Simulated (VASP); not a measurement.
VASP runs on C (diamond) share one base input (PBE GGA, plane waves, VASP's PBE PAW potentials (set 64)) and change the settings named in each case.

POSCAR:
```
C
1
    0.0000000000     1.7835000000     1.7835000000
    1.7835000000     0.0000000000     1.7835000000
    1.7835000000     1.7835000000     0.0000000000
C
2
Direct
  0.0000000000   0.0000000000   0.0000000000
  0.2500000000   0.2500000000   0.2500000000
```

**KPOINTS**
```
Automatic mesh
0
Gamma
11 11 11
0 0 0
```

### INCAR
```
! general
SYSTEM  =  C
PREC    =  Accurate
ENCUT   =  520
LREAL   =  .FALSE.
LASPH   =  .TRUE.

! electronic loop
EDIFF   =  1E-6
NELM    =  100
ALGO    =  Normal

! smearing
ISMEAR  =  0
SIGMA   =  0.05

! functional
GGA     =  PE

! ions
ISIF    =  2

! output
LWAVE   =  .FALSE.
LCHARG  =  .FALSE.
```

POTCAR, in this order: C (PBE.64 set). Program: vasp_std.

```tsv
change	E(σ→0) (eV/atom)	−TS (eV)
base run	-9.0926	0.0000
NELECT = 7.5	(withheld)	-0.0010
NELECT = 7.9	-9.5432	-0.0008
NELECT = 7.98	-9.1870	-0.0006
NELECT = 8.02	(withheld)	(withheld)
NELECT = 8.1	-8.3775	-0.0004
NELECT = 8.5	-5.3609	-0.0010
```

Problem. Complete the blanks.

Solution. 
- NELECT = 7.5, E(σ→0) (eV/atom): -11.0889
- NELECT = 8.02, E(σ→0) (eV/atom): -8.9530
- NELECT = 8.02, −TS (eV): -0.0002

Charged cells carry a uniform compensating background.

Left out are runs that ran out of time, are held back, or changed the cell or the kind of run, fixed moments of cells without a moment, rows past the twelfth, gaps on odd meshes, pressures of charged cells and columns that move by less than the noise.

The compound is C in the diamond structure. The cell was not relaxed at this level.
